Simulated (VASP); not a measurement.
Data:

```xyz
1
Lattice="0.0000 2.0450 2.0450 2.0450 0.0000 2.0450 2.0450 2.0450 0.0000" Properties=species:S:1:pos:R:3 pbc="T T T"
Ag     0.0000     0.0000     0.0000
```

Method: optB86b-vdW, VASP's PBE PAW potentials (set 64) (plane waves; VASP). Settings: 520 eV cut-off, 15×15×15 Γ-centred mesh, first-order Methfessel-Paxton smearing of 0.10 eV, potentials Ag.

Predict the energy per atom (σ→0), band gap (on the k-mesh) with the smallest direct gap where there is one.

```json
{
 "band gap (on the k-mesh)": "none (metal, semimetal or under 0.01 eV)",
 "energy per atom (σ→0)": "0.217 eV/atom"
}
```

Total energies compare only between runs with the same potentials, cut-off and functional.

The compound is Ag in the fcc structure. The cell was not relaxed at this level.
